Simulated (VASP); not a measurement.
A run of VASP 6.6.1:

File INCAR:

```
PREC = Accurate ; ENCUT = 600
EDIFF = 1E-6 ; ISMEAR = 1
SIGMA = 0.2 ; LREAL = F
LASPH = T ; NELM = 60
ALGO = Fast ; ISIF = 3
LWAVE = F ; LCHARG = F
GGA = PS ; IBRION = 2
NSW = 40 ; EDIFFG = -0.01
```

File KPOINTS:

```
Automatic mesh
0
Gamma
  13 13 6
```

POSCAR

```
MgBe
1.0
    2.3995486400      0.0000000000      0.0000000000
   -1.1997743200      2.0780700800      0.0000000000
    0.0000000000      0.0000000000      4.9009135800
Mg Be
1 1
Direct
    0.0000000000      0.0000000000      0.0433479700
    0.0000000000      0.0000000000      0.5905093500
```

Potentials or basis: VASP PAW PBE potentials, release 64 (Mg, Be).

The run is started by

```sh
$ cat potpaw_PBE.64/Mg/POTCAR potpaw_PBE.64/Be/POTCAR > POTCAR
$ mpirun -np 1 vasp_std > vasp.out
```

Hardware: 1 thread of Intel(R) Xeon(R) Platinum 8259CL CPU @ 2.50GHz (Skylake/Cascade Lake), on a shared host.

Problem. Estimate the wall time of this run.

Solution. Run time: 48 s on 1 thread of Intel(R) Xeon(R) Platinum 8259CL CPU @ 2.50GHz (Skylake/Cascade Lake) (shared host), peak memory 0.16 GiB. Counts: scf iterations 39, k points 84, ion steps 7.
